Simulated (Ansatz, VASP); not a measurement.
TiSb3P4 in VASP and in Ansatz

```
Ti Sb P
1.0
    -3.37221    3.37221    3.37221
     3.37221   -3.37221    3.37221
     3.37221    3.37221   -3.37221
Ti Sb P
1 3 4
Direct
  0.00000 0.00000 0.00000
  0.00000 0.50000 0.50000
  0.50000 0.00000 0.50000
  0.50000 0.50000 0.00000
  0.50000 0.50000 0.50000
  0.00000 0.00000 0.50000
  0.00000 0.50000 0.00000
  0.50000 0.00000 0.00000
```

Alike in both runs: functional PBE; k mesh 8 × 8 × 8; occupations gaussian, width 0.1 eV; no spin polarisation.

Ansatz relaxed the structure, and its values are those at the end. VASP's run is a single point on that final structure, the one shown.

```csv
,VASP,Ansatz
version,VASP 6.6.1,Ansatz 0.2.0
potentials or method,"VASP PAW PBE potentials, release 64 (Ti_sv, Sb, P)","scalar-relativistic, plane waves, PAW"
plane-wave cutoff (eV),520,420
valence electrons in the cell,47,77
```

```tsv
	VASP	Ansatz	Ansatz less VASP
gap on the k mesh at the Fermi level (eV)	none	none	-
pressure (GPa)	-0.2	0.0	+0.17
```

A gap of «none» marks a metal or a gap that the smearing closes. The functional is the same, so the differences come from potentials, cutoffs and numerics. The two sets of potentials don't hold the same shells in valence.

Spin-orbit coupling is left out, which matters for the levels of Sb.
